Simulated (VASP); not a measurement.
Input:

```yaml
crystal:
  lattice:
    - [4.17937, 0.00000, 0.00000]
    - [0.00000, 4.17937, 0.00000]
    - [0.00000, 0.00000, 4.17937]
  atoms:
    - { symbol: Ba, position: [0.00000, 0.00000, 0.00000] }
    - { symbol: Hf, position: [0.50000, 0.50000, 0.50000] }
    - { symbol: O, position: [0.50000, 0.00000, 0.50000] }
    - { symbol: O, position: [0.00000, 0.50000, 0.50000] }
    - { symbol: O, position: [0.50000, 0.50000, 0.00000] }
```

The numbers are results of PBE GGA with D3 dispersion (Becke-Johnson damping), VASP's PBE PAW potentials (set 64) (plane waves; VASP), not measurements. Run with 520 eV cut-off, Gaussian smearing of 0.050 eV, potentials Ba_sv Hf_pv O.

Unless said otherwise, spin-orbit coupling is left out, though it shifts the bands of the heavy elements here.

Question: What does the run give for the band gap (along the path) with the smallest direct gap where there is one?

Answer: 
```json
{
 "band gap (along the path)": "3.57 eV",
 "smallest direct gap (along the path)": "3.79 eV"
}
```

The absolute energy has meaning only against runs of the same code, potentials and settings.

The compound is BaHfO3 in the cubic perovskite structure. It was relaxed first.
